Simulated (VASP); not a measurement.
ZrC (rock salt): the formation energy from VASP (plane waves, PAW) at several levels of theory. The references are the elements' solids at the same level; no temperature or zero-point terms are added.   Without a dispersion term in the relaxation, distances and binding between the weakly bound layers, chains or molecules are unreliable, and so is what depends on them.

| level | formation energy (eV/atom) |
|---|---|
| LDA | -0.938 |
| PBE | -0.858 |

The cell of the LDA run:

```
CELL_PARAMETERS angstrom
      0.00000     2.32284     2.32284
      2.32284     0.00000     2.32284
      2.32284     2.32284     0.00000
ATOMIC_POSITIONS crystal
  Zr 0.00000 0.00000 0.00000
  C  0.50000 0.50000 0.50000
```

Only levels that ran to the end are used. Left out are those held back, those with too coarse a band path, GW runs whose mesh misses a band edge, hybrids' fits of cells that aren't cubic and levels without matching references; a question may draw on a part of the rest.
